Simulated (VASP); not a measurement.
All values below come from HSE06 screened hybrid, VASP's PBE PAW potentials (set 64) (plane waves; VASP).

VASP input:

### INCAR
```
! general
SYSTEM   = Ga31SnAs32
PREC     = Normal
ENCUT    = 400
LREAL    = Auto
LASPH    = .TRUE.
ISYM     = 0

! electronic loop
EDIFF    = 1E-5
NELM     = 50
NELMIN   = 4
ALGO     = Normal
LMAXMIX  = 4

! smearing
ISMEAR   = 0
SIGMA    = 0.05

! functional
GGA      = PE
LHFCALC  = .TRUE.
AEXX     = 0.25
HFSCREEN = 0.2
PRECFOCK = Fast

! spin
ISPIN    = 2
MAGMOM   = 64*0.0156
NUPDOWN  = 1

! ions
ISIF     = 0

! output
LWAVE    = .FALSE.
LCHARG   = .FALSE.
LORBIT   = 10
```

**POSCAR**
```
Ga31SnAs32
1
   11.5222104216     0.0000000000     0.0000000000
    0.0000000000    11.5222104216     0.0000000000
    0.0000000000     0.0000000000    11.5222104216
Ga As Sn
31 32 1
Direct
  0.5000124261   0.0001143859   0.0001839103
  0.7503442877   0.2495105657   0.0004078211
  0.7503571780   0.0001999835   0.2497414113
  0.9999820367   0.9999927630   0.9999854515
  0.2497999644   0.2497059793   0.0000042871
  0.4999354488   0.4999091036   0.0001500363
  0.7503469641   0.7503747038   0.9997853799
  0.2497719316   0.0000480125   0.2497970892
  0.4980450513   0.2475040750   0.2475133298
  0.7529735640   0.5027156307   0.2470791140
  0.4999538484   0.0000691524   0.4999520945
  0.7529416967   0.2471574846   0.5025105691
  0.7503422940   0.9998511287   0.7503287215
  0.9999291796   0.5000133538   0.0002430412
  0.2495540692   0.7504428496   0.0004087718
  0.9998995938   0.2497389311   0.2497465866
  0.2473124939   0.4978897846   0.2472874013
  0.5026015079   0.7530216235   0.2470329201
  0.9998750247   0.9999778626   0.5000365439
  0.2472012280   0.2472673350   0.4979937198
  0.7526074058   0.7525796797   0.4980493565
  0.2496449082   0.0002133084   0.7503669257
  0.5024457312   0.2470510703   0.7531188676
  0.7531655641   0.4973481622   0.7532568569
  0.0002147351   0.7504176446   0.2497352118
  0.0000361234   0.4999557492   0.4999322675
  0.2470623013   0.7530218846   0.5024229493
  0.0002774204   0.2495788648   0.7503726692
  0.2465720007   0.5027645174   0.7534833215
  0.4974980614   0.7530922608   0.7531731921
  0.9997137175   0.7504902974   0.7503121371
  0.6251814268   0.1246067118   0.1247969048
  0.8754170688   0.3747592605   0.1246835829
  0.8754563826   0.1246047134   0.3747803476
  0.1249483190   0.1249549717   0.1249671378
  0.3749805865   0.3749338340   0.1245719266
  0.6250976145   0.6251492854   0.1243042910
  0.8750571946   0.8750696277   0.1249557755
  0.3749877884   0.1246032606   0.3749949888
  0.6318903532   0.3688482618   0.3688120772
  0.8756767164   0.6252482866   0.3750286590
  0.6250539191   0.1243821148   0.6251022966
  0.8758045660   0.3748663781   0.6251702752
  0.8750644891   0.1249366019   0.8750827816
  0.1245450287   0.6252364869   0.1246786088
  0.3747442111   0.8755558963   0.1246584926
  0.1245026924   0.3749520957   0.3749349452
  0.3684984247   0.6319809364   0.3684899772
  0.6251912675   0.8756252662   0.3750543265
  0.1245448995   0.1244813885   0.6252537294
  0.3677101692   0.3683614159   0.6326886027
  0.6316296153   0.6315062460   0.6324724905
  0.8753123116   0.8754247174   0.6252305708
  0.3747275257   0.1245022323   0.8755599620
  0.6251564837   0.3748090943   0.8758686956
  0.8755895498   0.6253093805   0.8755820018
  0.1245697655   0.8755915987   0.3747782310
  0.1242334534   0.6252384616   0.6250608049
  0.3749117823   0.8757087346   0.6251386207
  0.1244230844   0.3747121763   0.8757214932
  0.3748364278   0.6252454028   0.8759370635
  0.6252584298   0.8756107612   0.8755836271
  0.1249369917   0.8750754046   0.8750803866
  0.4994907027   0.4999978471   0.5008543696
```

**KPOINTS**
```
K-points
0
Gamma
1 1 1
0 0 0
```

POTCAR, in this order: Ga As Sn (PBE.64 set). Program: vasp_gam. Read from the step before: WAVECAR.

The resulting files:

**OSZICAR**
```
       N       E                     dE             d eps       ncg     rms          rms(c)
DAV:   1    -0.312421240145E+03   -0.31242E+03   -0.22206E+01   644   0.126E+01    0.138E+01
DAV:   2    -0.312553141483E+03   -0.13190E+00   -0.55258E-01   711   0.113E+00    0.915E+00
DAV:   3    -0.312501040054E+03    0.52101E-01   -0.30118E-02   728   0.306E-01    0.536E+00
DAV:   4    -0.312481237062E+03    0.19803E-01   -0.13684E-02   744   0.194E-01    0.304E+00
DAV:   5    -0.312474996908E+03    0.62402E-02   -0.42617E-03   744   0.105E-01    0.171E+00
DAV:   6    -0.312472851841E+03    0.21451E-02   -0.94784E-04   727   0.552E-02    0.954E-01
DAV:   7    -0.312472105851E+03    0.74599E-03   -0.28240E-04   679   0.329E-02    0.526E-01
DAV:   8    -0.312471867084E+03    0.23877E-03   -0.10574E-04   711   0.206E-02    0.286E-01
DAV:   9    -0.312471799064E+03    0.68020E-04   -0.35310E-05   551   0.123E-02    0.154E-01
DAV:  10    -0.312471783857E+03    0.15207E-04   -0.12466E-05   375   0.778E-03    0.841E-02
DAV:  11    -0.312471783414E+03    0.44344E-06   -0.51069E-06   359   0.480E-03
   1 F= -.31247178E+03 E0= -.31247178E+03  d E =-.811819E-14  mag=     1.0000
```

File OUTCAR:
```
------------------------ aborting loop because EDIFF is reached ----------------------------------------
  volume of cell :     1529.70
      direct lattice vectors                 reciprocal lattice vectors
    11.522210422  0.000000000  0.000000000     0.086788903  0.000000000  0.000000000
     0.000000000 11.522210422  0.000000000     0.000000000  0.086788903  0.000000000
     0.000000000  0.000000000 11.522210422     0.000000000  0.000000000  0.086788903
  FREE ENERGIE OF THE ION-ELECTRON SYSTEM (eV)
  ---------------------------------------------------
  free  energy   TOTEN  =      -312.4717834136 eV

  energy  without entropy=     -312.4717834136  energy(sigma->0) =     -312.47178341

  exchange ACFDT corr.  =         0.00000000  see jH, gK, PRB 81, 115126

 total charge

# of ion       s       p       d       tot
------------------------------------------
    1        1.098   1.188   0.137   2.423
    2        1.093   1.182   0.137   2.413
    3        1.094   1.182   0.137   2.412
    4        1.091   1.181   0.137   2.409
    5        1.093   1.182   0.137   2.412
    6        1.092   1.183   0.137   2.412
    7        1.094   1.183   0.137   2.413
    8        1.094   1.182   0.137   2.412
    9        1.096   1.186   0.138   2.420
   10        1.096   1.187   0.138   2.421
   11        1.092   1.183   0.137   2.412
   12        1.096   1.187   0.138   2.421
   13        1.094   1.182   0.137   2.413
   14        1.098   1.188   0.137   2.424
   15        1.094   1.183   0.137   2.413
   16        1.094   1.182   0.137   2.412
   17        1.096   1.187   0.138   2.421
   18        1.096   1.187   0.138   2.421
   19        1.098   1.187   0.137   2.423
   20        1.096   1.187   0.138   2.421
   21        1.096   1.186   0.138   2.420
   22        1.094   1.183   0.137   2.413
   23        1.096   1.187   0.138   2.421
   24        1.096   1.187   0.138   2.422
   25        1.093   1.182   0.137   2.412
   26        1.092   1.183   0.137   2.412
   27        1.096   1.187   0.138   2.422
   28        1.093   1.182   0.137   2.413
   29        1.096   1.188   0.138   2.423
   30        1.096   1.187   0.138   2.422
   31        1.094   1.183   0.137   2.413
   32        1.220   1.623   0.026   2.869
   33        1.220   1.623   0.026   2.869
   34        1.220   1.623   0.026   2.869
   35        1.218   1.621   0.025   2.864
   36        1.217   1.624   0.026   2.867
   37        1.217   1.625   0.026   2.868
   38        1.218   1.621   0.025   2.864
   39        1.217   1.624   0.026   2.867
   40        1.231   1.601   0.026   2.858
   41        1.217   1.624   0.026   2.867
   42        1.217   1.624   0.026   2.867
   43        1.217   1.624   0.026   2.867
   44        1.218   1.621   0.025   2.865
   45        1.220   1.623   0.026   2.869
   46        1.220   1.623   0.026   2.869
   47        1.217   1.624   0.026   2.867
   48        1.231   1.601   0.026   2.858
   49        1.217   1.624   0.026   2.867
   50        1.220   1.623   0.026   2.869
   51        1.232   1.601   0.026   2.859
   52        1.231   1.601   0.026   2.859
   53        1.220   1.623   0.026   2.869
   54        1.220   1.623   0.026   2.869
   55        1.217   1.624   0.026   2.867
   56        1.220   1.623   0.026   2.869
   57        1.220   1.623   0.026   2.869
   58        1.217   1.624   0.026   2.867
   59        1.217   1.624   0.026   2.867
   60        1.220   1.623   0.026   2.869
   61        1.217   1.624   0.026   2.867
   62        1.220   1.623   0.026   2.869
   63        1.218   1.621   0.025   2.865
   64        1.344   1.728   0.193   3.265
--------------------------------------------------
tot         74.326  90.309   5.271 169.906

 magnetization (x)

# of ion       s       p       d       tot
------------------------------------------
    1        0.022   0.001  -0.000   0.023
    2        0.015   0.001  -0.000   0.016
    3        0.015   0.001  -0.000   0.016
    4        0.013   0.000  -0.000   0.013
    5        0.015   0.001  -0.000   0.016
    6        0.013   0.000  -0.000   0.013
    7        0.015   0.001  -0.000   0.016
    8        0.015   0.001  -0.000   0.016
    9        0.016   0.001  -0.000   0.017
   10        0.016   0.001  -0.000   0.017
   11        0.013   0.000  -0.000   0.013
   12        0.016   0.001  -0.000   0.017
   13        0.015   0.001  -0.000   0.016
   14        0.022   0.001  -0.000   0.023
   15        0.015   0.001  -0.000   0.016
   16        0.015   0.001  -0.000   0.016
   17        0.016   0.001  -0.000   0.017
   18        0.016   0.001  -0.000   0.017
   19        0.022   0.001  -0.000   0.023
   20        0.016   0.001  -0.000   0.017
   21        0.016   0.001  -0.000   0.017
...
```
(Selected blocks of OUTCAR.)

OUTCAR:
```
 val. band max:        2.7384172210   @ k =   0.0000   0.0000   0.0000

 cond. band min:       2.9604883521   @ k =   0.0000   0.0000   0.0000


 Fermi energy:         3.0041040779

 spin component 1

 k-point     1 :       0.0000    0.0000    0.0000
  band No.  band energies     occupation
      1     -11.6120      1.00000
      2     -10.7752      1.00000
      3     -10.7080      1.00000
      4     -10.7067      1.00000
      5     -10.7059      1.00000
      6     -10.6740      1.00000
      7     -10.6735      1.00000
      8     -10.1179      1.00000
      9     -10.0834      1.00000
     10     -10.0808      1.00000
     11     -10.0792      1.00000
     12      -9.9962      1.00000
     13      -9.9956      1.00000
     14      -9.9951      1.00000
     15      -9.9873      1.00000
     16      -9.9862      1.00000
     17      -9.9858      1.00000
     18      -9.9855      1.00000
     19      -9.9851      1.00000
     20      -9.8805      1.00000
     21      -9.8800      1.00000
     22      -9.8798      1.00000
     23      -9.8784      1.00000
     24      -9.2084      1.00000
     25      -9.2078      1.00000
     26      -9.2062      1.00000
     27      -9.1079      1.00000
     28      -9.1069      1.00000
     29      -9.1066      1.00000
     30      -9.0981      1.00000
     31      -9.0976      1.00000
     32      -9.0974      1.00000
     33      -5.7154      1.00000
     34      -5.1952      1.00000
     35      -5.1945      1.00000
     36      -5.0877      1.00000
     37      -4.9960      1.00000
     38      -4.9950      1.00000
     39      -4.9946      1.00000
     40      -4.9750      1.00000
     41      -4.9747      1.00000
     42      -4.9563      1.00000
     43      -4.9495      1.00000
     44      -4.9490      1.00000
     45      -4.9486      1.00000
     46      -4.1914      1.00000
     47      -3.9740      1.00000
     48      -3.9731      1.00000
     49      -3.9726      1.00000
...
```

The supercell is sampled at Γ alone, which is coarse: total energies, pressure and levels can be off, energies of defects by several tenths of an eV. Unless said otherwise, spin-orbit coupling is left out, though it shifts the bands of the heavy elements here.

The cell is a supercell with a defect, built from GaAs (zinc blende): Sn_Ga. The cell's shape comes from a PBE relaxation.
